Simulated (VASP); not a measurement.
# BH₃SO: harmonic vibrations of a molecule

BH₃SO, molecule in box, 6 atoms in the cell. PBE, harmonic vibrations; PAW potentials O, B, S, H (PBE set).

## Input

INCAR.step1:
```
PREC = Accurate
ENCUT = 400
EDIFF = 1E-8
ISMEAR = 0
SIGMA = 0.01
ISYM = 0
LREAL = False
LASPH = True
NELM = 100
ALGO = Normal
LWAVE = False
LCHARG = False
IBRION = 2
NSW = 60
ISIF = 2
EDIFFG = -0.002
POTIM = 0.5
```

INCAR.step2, as INCAR.step1 but for:
```
- IBRION = 2
- NSW = 60
- ISIF = 2
- EDIFFG = -0.002
- POTIM = 0.5
+ IBRION = 5
+ NFREE = 2
+ POTIM = 0.015
+ NSW = 1
```

KPOINTS:
```
k-points
0
Gamma
  1 1 1
```

POSCAR.step1:
```
BH3SO
1.0
   13.0000000000      0.0000000000      0.0000000000
    0.0000000000     11.0000000000      0.0000000000
    0.0000000000      0.0000000000     12.0000000000
O B S H
1 1 1 3
Direct
    0.4230230800      0.4847590900      0.4004625000
    0.5121769200      0.5084045500      0.4541041700
    0.5338923100      0.4572954500      0.5957875000
    0.3731230800      0.4396045500      0.4426625000
    0.5767692300      0.5642136400      0.4054541700
    0.6288769200      0.5035772700      0.6052041700
```

Commands (each step's output is kept before the next begins):
```
cat potpaw_PBE.64/O/POTCAR potpaw_PBE.64/B/POTCAR potpaw_PBE.64/S/POTCAR potpaw_PBE.64/H/POTCAR > POTCAR
cp INCAR.step1 INCAR
cp POSCAR.step1 POSCAR
mpirun -np 4 vasp_gam > vasp.out
cp CONTCAR POSCAR
cp INCAR.step2 INCAR
mpirun -np 4 vasp_gam > vasp.out
```

## Result

- Vibrations (cm⁻¹; a negative value is imaginary): 3720, 2648, 2595, 1284, 1128, 977, 830, 809, 691, 585, 341, 328
- Zero-point energy (eV): 0.988
- Translations and rotations, which should read zero (cm⁻¹): -23, -8, -2, 6, 10, 21
- Vibrational entropy at 298 K (meV/K): 0.167
- Displaced cells: 36
- Ionic steps, all stages: 62
- Electronic steps, all stages: 1036

VASP 6.6.1 took 1004 s on 4 cores (AMD EPYC 7R43 (Zen 3)), a shared host.
